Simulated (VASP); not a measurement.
```
CELL_PARAMETERS angstrom
      0.00000     2.72500     2.72500
      2.72500     0.00000     2.72500
      2.72500     2.72500     0.00000
ATOMIC_POSITIONS crystal
  Ga 0.00000 0.00000 0.00000
  P  0.25000 0.25000 0.25000
```

Computed with PBE GGA, VASP's PBE PAW potentials (set 64) (plane waves; VASP). Settings: 400 eV cut-off, KSPACING 0.35 per Å, Gaussian smearing of 0.050 eV, potentials Ga_d P.

Give the stress tensor in GPa (positive for a compressed cell).

```
2.29  0.00  0.00
0.00  2.29  0.00
0.00  0.00  2.29
```
The pressure is its mean diagonal, 2.29 GPa.

The compound is GaP in the zinc blende structure. The cell was not relaxed at this level. The run is one of a series of settings (KGAMMA = .TRUE., KSPACING = 0.35, KPOINTS file removed against the base run), some of them coarse on purpose.
